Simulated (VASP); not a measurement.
Computed with PBE GGA, VASP's PBE PAW potentials (set 64) (plane waves; VASP).

VASP input:

### KPOINTS
```
kpoints
0
G
  5 5 5
```

File POSCAR:
```
BeHg3Te4
1
    6.4032441375    -0.0000000000     0.0000000000
   -0.0000000000     6.4032441375     0.0000000000
   -0.0000000000     0.0000000000     6.4032441375
Hg Te Be
3 4 1
Direct
  0.0000000000   0.0000000000   0.0000000000
  0.5000000000   0.5000000000   0.0000000000
  0.5000000000   0.0000000000   0.5000000000
  0.2248833694   0.2751166306   0.2751166306
  0.7751166306   0.7248833694   0.2751166306
  0.7751166306   0.2751166306   0.7248833694
  0.2248833694   0.7248833694   0.7248833694
  0.0000000000   0.5000000000   0.5000000000
```

### INCAR
```
ALGO  =  Normal
EDIFF  =  1E-6
EDIFFG  =  -0.02
ENCUT  =  400
GGA  =  PE
IBRION  =  2
ISIF  =  3
ISMEAR  =  1
LASPH  =  .True.
LCHARG  =  .False.
LMAXMIX  =  6
LREAL  =  .False.
LWAVE  =  .False.
NELM  =  100
NSW  =  60
PREC  =  Accurate
SIGMA  =  0.1
SYSTEM  =  BeHg3Te4
```

POTCAR, in this order: Hg Te Be (PBE.64 set). Program: vasp_std.

The resulting files:

**OSZICAR**
```
       N       E                     dE             d eps       ncg     rms          rms(c)
DAV:   1     0.348604198091E+03    0.34860E+03   -0.22751E+04   740   0.116E+03
DAV:   2     0.311883185693E+01   -0.34549E+03   -0.33389E+03   848   0.278E+02
DAV:   3    -0.188486323681E+02   -0.21967E+02   -0.21743E+02   875   0.706E+01
DAV:   4    -0.192922437372E+02   -0.44361E+00   -0.44193E+00   916   0.925E+00
DAV:   5    -0.192993715395E+02   -0.71278E-02   -0.71259E-02   881   0.123E+00    0.121E+01
DAV:   6    -0.182948124185E+02    0.10046E+01   -0.26471E+00   813   0.140E+01    0.925E+00
DAV:   7    -0.182957749978E+02   -0.96258E-03   -0.97337E-01   862   0.416E+00    0.438E+00
DAV:   8    -0.182924136752E+02    0.33613E-02   -0.12216E-01   795   0.274E+00    0.964E-01
DAV:   9    -0.182923004062E+02    0.11327E-03   -0.17602E-02   798   0.118E+00    0.334E-01
DAV:  10    -0.182923765198E+02   -0.76114E-04   -0.15685E-03   804   0.272E-01    0.154E-01
DAV:  11    -0.182924658776E+02   -0.89358E-04   -0.14943E-03   881   0.244E-01    0.475E-02
DAV:  12    -0.182924390702E+02    0.26807E-04   -0.23602E-04   810   0.991E-02    0.502E-02
DAV:  13    -0.182924432473E+02   -0.41771E-05   -0.79313E-06   779   0.165E-02    0.388E-02
DAV:  14    -0.182924375167E+02    0.57306E-05   -0.18962E-05   854   0.302E-02    0.100E-02
DAV:  15    -0.182924381145E+02   -0.59787E-06   -0.46443E-06   663   0.932E-03
   1 F= -.18292438E+02 E0= -.18292616E+02  d E =-.182924E+02
       N       E                     dE             d eps       ncg     rms          rms(c)
DAV:   1    -0.182981687378E+02   -0.57312E-02   -0.12458E-01   755   0.256E+00    0.539E-01
DAV:   2    -0.182935492153E+02    0.46195E-02   -0.13845E-02   770   0.104E+00    0.169E-01
DAV:   3    -0.182930659696E+02    0.48325E-03   -0.18107E-03   810   0.245E-01    0.186E-01
DAV:   4    -0.182929932133E+02    0.72756E-04   -0.28402E-04   800   0.105E-01    0.251E-02
DAV:   5    -0.182929683243E+02    0.24889E-04   -0.12739E-04   800   0.894E-02    0.247E-02
DAV:   6    -0.182929701087E+02   -0.17844E-05   -0.89342E-06   836   0.182E-02    0.168E-02
DAV:   7    -0.182929691479E+02    0.96083E-06   -0.36417E-06   677   0.146E-02
   2 F= -.18292969E+02 E0= -.18293149E+02  d E =-.531033E-03
       N       E                     dE             d eps       ncg     rms          rms(c)
DAV:   1    -0.182931779031E+02   -0.20779E-03   -0.47584E-03   765   0.501E-01    0.107E-01
DAV:   2    -0.182929985653E+02    0.17934E-03   -0.52731E-04   780   0.203E-01    0.328E-02
DAV:   3    -0.182929806217E+02    0.17944E-04   -0.69715E-05   815   0.480E-02    0.363E-02
DAV:   4    -0.182929802087E+02    0.41303E-06   -0.11000E-05   731   0.204E-02    0.494E-03
DAV:   5    -0.182929798074E+02    0.40127E-06   -0.47587E-06   750   0.176E-02
   3 F= -.18292980E+02 E0= -.18293161E+02  d E =-.541693E-03
       N       E                     dE             d eps       ncg     rms          rms(c)
DAV:   1    -0.182931937151E+02   -0.21351E-03   -0.66988E-03   750   0.457E-01    0.922E-02
DAV:   2    -0.182931255678E+02    0.68147E-04   -0.50194E-04   815   0.158E-01    0.215E-02
DAV:   3    -0.182931147198E+02    0.10848E-04   -0.45987E-05   850   0.381E-02    0.224E-02
DAV:   4    -0.182931114677E+02    0.32521E-05   -0.40668E-06   667   0.106E-02    0.528E-03
DAV:   5    -0.182931100900E+02    0.13777E-05   -0.17264E-06   445   0.910E-03    0.327E-03
DAV:   6    -0.182931099376E+02    0.15241E-06   -0.27954E-07   445   0.323E-03
   4 F= -.18293110E+02 E0= -.18293283E+02  d E =-.130130E-03
```

OUTCAR:
```
------------------------ aborting loop because EDIFF is reached ----------------------------------------
  FORCE on cell =-STRESS in cart. coord.  units (eV):
  Direction    XX          YY          ZZ          XY          YZ          ZX
  --------------------------------------------------------------------------------------
  Total        0.0421726      0.0421726      0.0421726      0.0000000      0.0000000      0.0000000
  in kB        0.2582403      0.2582403      0.2582403      0.0000000      0.0000000      0.0000000
  external PRESSURE =       0.2582403 kB  Pullay stress =       0.0000000 kB
  volume of cell :      261.65
      direct lattice vectors                 reciprocal lattice vectors
     6.395960382  0.000000000 -0.000000000     0.156348686  0.000000000  0.000000000
    -0.000000000  6.395960382 -0.000000000     0.000000000  0.156348686  0.000000000
    -0.000000000 -0.000000000  6.395960382     0.000000000  0.000000000  0.156348686
 POSITION                                       TOTAL-FORCE (eV/Angst)
 -----------------------------------------------------------------------------------
     -0.00000      6.39596      6.39596        -0.000000     -0.000000      0.000000
      3.19798      3.19798      6.39596        -0.000000      0.000000      0.000000
      3.19798     -0.00000      3.19798        -0.000000     -0.000000      0.000000
      1.44061      1.75737      1.75737         0.006830     -0.006830     -0.006830
      4.95535      4.63859      1.75737        -0.006830      0.006830     -0.006830
      4.95535      1.75737      4.63859        -0.006830     -0.006830      0.006830
      1.44061      4.63859      4.63859         0.006830      0.006830      0.006830
     -0.00000      3.19798      3.19798        -0.000000     -0.000000      0.000000
 -----------------------------------------------------------------------------------
    total drift:                               -0.000000     -0.000000      0.000000
  FREE ENERGIE OF THE ION-ELECTRON SYSTEM (eV)
  ---------------------------------------------------
  free  energy   TOTEN  =       -18.2931099376 eV

  energy  without entropy=      -18.2936288022  energy(sigma->0) =      -18.29328289

 reached required accuracy - stopping structural energy minimisation
```
(Selected blocks of OUTCAR.)

CONTCAR:
```
BeHg3Te4
   1.00000000000000
     6.3959603815876491    0.0000000000000000   -0.0000000000000000
    -0.0000000000000000    6.3959603815876491   -0.0000000000000000
    -0.0000000000000000   -0.0000000000000000    6.3959603815876491
  Hg              Te              Be
     3     4     1
Direct
     0.0000000000000000    1.0000000000000000    1.0000000000000000
     0.5000000000000000    0.5000000000000000    1.0000000000000000
     0.5000000000000000    0.0000000000000000    0.5000000000000000
     0.2252381837556173    0.2747618162443827    0.2747618162443827
     0.7747618162443827    0.7252381837556173    0.2747618162443827
     0.7747618162443827    0.2747618162443827    0.7252381837556173
     0.2252381837556173    0.7252381837556173    0.7252381837556173
     0.0000000000000000    0.5000000000000000    0.5000000000000000
```

OUTCAR:
```
 val. band max:        2.7403965225   @ k =   0.0000   0.0000   0.0000

 cond. band min:       2.7817071924   @ k =   0.0000   0.0000   0.0000


 Fermi energy:         2.7767718193

 k-point     1 :       0.0000    0.0000    0.0000
  band No.  band energies     occupation
      1      -8.7741      2.00000
      2      -7.8539      2.00000
      3      -7.8539      2.00000
      4      -7.8539      2.00000
      5      -3.9824      2.00000
      6      -3.9824      2.00000
      7      -3.9824      2.00000
      8      -3.8707      2.00000
      9      -3.8707      2.00000
     10      -3.8187      2.00000
     11      -3.7036      2.00000
     12      -3.7036      2.00000
     13      -3.7036      2.00000
     14      -3.6034      2.00000
     15      -3.6034      2.00000
     16      -3.5610      2.00000
     17      -3.4926      2.00000
     18      -3.4926      2.00000
     19      -3.4926      2.00000
     20      -2.1950      2.00000
     21      -2.0676      2.00000
     22      -2.0676      2.00000
     23       0.5181      2.00000
     24       0.5181      2.00000
     25       0.5181      2.00000
     26       0.9818      2.00000
     27       0.9818      2.00000
     28       0.9818      2.00000
     29       2.7404      1.57284
     30       2.7404      1.57284
     31       2.7404      1.57284
     32       2.7817      0.91658
     33       4.1568     -0.00000
     34       4.1568     -0.00000
     35       5.4743      0.00000
     36       5.4743      0.00000
     37       5.4743      0.00000

 k-point     2 :       0.2000    0.0000    0.0000
  band No.  band energies     occupation
      1      -8.7043      2.00000
      2      -7.9491      2.00000
      3      -7.8544      2.00000
      4      -7.8544      2.00000
      5      -4.0017      2.00000
      6      -3.9710      2.00000
      7      -3.9710      2.00000
      8      -3.8992      2.00000
      9      -3.8421      2.00000
     10      -3.7780      2.00000
     11      -3.7401      2.00000
...
```

Unless said otherwise, spin-orbit coupling is left out, though it shifts the bands of the heavy elements here.

The structure was generated: BeHg3Te4 was put into an ordered model structure (P-43m), which need not be its known phase. This run relaxes it. Symmetry was kept, so distortions that lower it aren't found. The start is the result of an earlier pass.
